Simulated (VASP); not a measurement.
An input for Quantum ESPRESSO's pw.x (written as the equivalent of a VASP run, and not itself run):

```
&CONTROL
  calculation = 'vc-relax'
  pseudo_dir = './pseudo'
  outdir = './out'
  tprnfor = .true.
  tstress = .true.
  nstep = 40
  forc_conv_thr = 0.00078
/
&SYSTEM
  ibrav = 0
  nat = 2
  ntyp = 2
  ecutwfc = 84
  occupations = 'smearing'
  smearing = 'gaussian'
  degauss = 0.003675
  input_dft = 'pbe'
/
&ELECTRONS
  conv_thr = 7.3e-08
  electron_maxstep = 100
/
&IONS
/
&CELL
/
ATOMIC_SPECIES
  Ca 40.078 Ca.upf
  O 15.999 O.upf
CELL_PARAMETERS angstrom
     0.0000000    2.4195481    2.4195481
     2.4195481    0.0000000    2.4195481
     2.4195481    2.4195481    0.0000000
ATOMIC_POSITIONS crystal
  Ca   0.0000000  0.0000000  0.0000000
  O    0.5000000  0.5000000  0.5000000
K_POINTS automatic
  9 9 9 0 0 0
```

Write the VASP files for the same calculation (PBE).

This is not unique; one that fits is 
INCAR:
```
# general
SYSTEM=CaO
PREC  =Accurate
ENCUT =620
LREAL =.FALSE.
LASPH =.TRUE.

# electronic loop
EDIFF =1E-6
NELM  =100
ALGO  =Normal

# smearing
ISMEAR=0
SIGMA =0.05

# functional
GGA   =PE

# ions
IBRION=2
NSW   =40
ISIF  =3
EDIFFG=-0.02

# output
LWAVE =.FALSE.
LCHARG=.FALSE.
```

**KPOINTS**
```
Automatic
0
gamma
  9 9 9
```

File POSCAR:
```
CaO
1
    0.0000000000     2.4195481199     2.4195481199
    2.4195481199     0.0000000000     2.4195481199
    2.4195481199     2.4195481199     0.0000000000
Ca O
1 1
Direct
  0.0000000000   0.0000000000   0.0000000000
  0.5000000000   0.5000000000   0.5000000000
```

POTCAR, in this order: Ca_sv O (PBE.64 set). Program: vasp_std.

What does not carry over: the potentials are each code's own (VASP's PAW set, PseudoDojo norm-conserving files in pw.x), so ENCUT and ecutwfc are chosen apart and not converted; conv_thr bounds pw.x's estimated SCF error, while EDIFF bounds the energy change between steps; forc_conv_thr acts on force components and is met together with etot_conv_thr.

The compound is CaO in the rock salt structure. It was relaxed first.
